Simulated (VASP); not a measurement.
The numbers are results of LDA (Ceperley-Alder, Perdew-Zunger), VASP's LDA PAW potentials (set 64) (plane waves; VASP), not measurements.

Input for VASP

KPOINTS:
```
Regular mesh
0
G
 7 7 7
0 0 0
```

**POSCAR**
```
CdS
1
    0.0000000000     2.8805904508     2.8805904508
    2.8805904508     0.0000000000     2.8805904508
    2.8805904508     2.8805904508     0.0000000000
Cd S
1 1
Direct
  0.0000000000   0.0000000000   0.0000000000
  0.2500000000   0.2500000000   0.2500000000
```

### INCAR
```
SYSTEM = CdS
PREC = Accurate
ENCUT = 400
EDIFF = 1E-8
NELM = 100
ALGO = Normal
LREAL = .FALSE.
LASPH = .TRUE.
ISMEAR = 0
SIGMA = 0.05
LMAXMIX = 4
LWAVE = .FALSE.
LCHARG = .FALSE.
IBRION = 1
ISIF = 2
NSW = 30
EDIFFG = -0.001
```

POTCAR, in this order: Cd S (LDA.64 set). Program: vasp_std.

Output

File OSZICAR:
```
       N       E                     dE             d eps       ncg     rms          rms(c)
DAV:   1     0.963015148525E+02    0.96302E+02   -0.78546E+03   520   0.102E+03
DAV:   2    -0.393040116776E+01   -0.10023E+03   -0.96911E+02   620   0.280E+02
DAV:   3    -0.789138581753E+01   -0.39610E+01   -0.39524E+01   600   0.587E+01
DAV:   4    -0.791972854367E+01   -0.28343E-01   -0.28339E-01   600   0.483E+00
DAV:   5    -0.792011791100E+01   -0.38937E-03   -0.38936E-03   595   0.545E-01    0.915E+00
DAV:   6    -0.743682882913E+01    0.48329E+00   -0.97252E-01   767   0.147E+01    0.701E+00
DAV:   7    -0.740954924107E+01    0.27280E-01   -0.18068E-01   530   0.356E+00    0.323E+00
DAV:   8    -0.740453954141E+01    0.50097E-02   -0.21266E-02   570   0.222E+00    0.274E-01
DAV:   9    -0.740405572691E+01    0.48381E-03   -0.30015E-03   590   0.973E-01    0.679E-02
DAV:  10    -0.740403691685E+01    0.18810E-04   -0.23469E-04   575   0.215E-01    0.617E-02
DAV:  11    -0.740404599124E+01   -0.90744E-05   -0.39163E-05   550   0.756E-02    0.329E-02
DAV:  12    -0.740404285918E+01    0.31321E-05   -0.25651E-05   692   0.732E-02    0.650E-03
DAV:  13    -0.740404269077E+01    0.16841E-06   -0.18602E-06   560   0.146E-02    0.185E-03
DAV:  14    -0.740404270360E+01   -0.12829E-07   -0.10140E-07   585   0.299E-03    0.866E-04
DAV:  15    -0.740404270421E+01   -0.61732E-09   -0.43615E-09   345   0.898E-04
   1 F= -.74040427E+01 E0= -.74040427E+01  d E =-.740404E+01
```

### OUTCAR
```
------------------------ aborting loop because EDIFF is reached ----------------------------------------
  FORCE on cell =-STRESS in cart. coord.  units (eV):
  Direction    XX          YY          ZZ          XY          YZ          ZX
  --------------------------------------------------------------------------------------
  Total       -0.0120448     -0.0120448     -0.0120448     -0.0000000      0.0000000     -0.0000000
  in kB       -0.4036773     -0.4036773     -0.4036773     -0.0000000      0.0000000     -0.0000000
  external PRESSURE =      -0.4036773 kB  Pullay stress =       0.0000000 kB
  volume of cell :       47.81
      direct lattice vectors                 reciprocal lattice vectors
     0.000000000  2.880590451  2.880590451    -0.173575525  0.173575525  0.173575525
     2.880590451  0.000000000  2.880590451     0.173575525 -0.173575525  0.173575525
     2.880590451  2.880590451  0.000000000     0.173575525  0.173575525 -0.173575525
  FREE ENERGIE OF THE ION-ELECTRON SYSTEM (eV)
  ---------------------------------------------------
  free  energy   TOTEN  =        -7.4040427042 eV

  energy  without entropy=       -7.4040427042  energy(sigma->0) =       -7.40404270

 reached required accuracy - stopping structural energy minimisation
```
(Selected blocks of OUTCAR.)

**OUTCAR**
```
 val. band max:        1.4626872383   @ k =   0.0000   0.0000   0.0000

 cond. band min:       2.4327403638   @ k =   0.0000   0.0000   0.0000


 Fermi energy:         1.7357936716

 k-point     1 :       0.0000    0.0000    0.0000
  band No.  band energies     occupation
      1     -11.1331      2.00000
      2      -6.4641      2.00000
      3      -6.4641      2.00000
      4      -6.4641      2.00000
      5      -5.9261      2.00000
      6      -5.9261      2.00000
      7       1.4627      2.00000
      8       1.4627      2.00000
      9       1.4627      2.00000
     10       2.4327      0.00000
     11       7.8109      0.00000
     12       7.8109      0.00000
     13       7.8109      0.00000

 k-point     2 :       0.1429    0.0000    0.0000
  band No.  band energies     occupation
      1     -11.0432      2.00000
      2      -6.4319      2.00000
      3      -6.4319      2.00000
      4      -6.3931      2.00000
      5      -5.9279      2.00000
      6      -5.9279      2.00000
      7       0.1320      2.00000
      8       1.2902      2.00000
      9       1.2902      2.00000
     10       3.4697      0.00000
     11       7.5117      0.00000
     12       8.0766      0.00000
     13       8.0766      0.00000

 k-point     3 :       0.2857    0.0000    0.0000
  band No.  band energies     occupation
      1     -10.8395      2.00000
      2      -6.3699      2.00000
      3      -6.3699      2.00000
      4      -6.1170      2.00000
      5      -5.9167      2.00000
      6      -5.9167      2.00000
      7      -1.6377      2.00000
      8       0.9355      2.00000
      9       0.9355      2.00000
     10       4.2063      0.00000
     11       7.7580      0.00000
     12       8.3822      0.00000
     13       8.3822      0.00000

 k-point     4 :       0.4286    0.0000    0.0000
  band No.  band energies     occupation
      1     -10.6766      2.00000
      2      -6.3345      2.00000
      3      -6.3345      2.00000
...
```

The compound is CdS in the zinc blende structure, a metastable form; wurtzite is the usual one. It was relaxed first. The start is the result of an earlier pass.
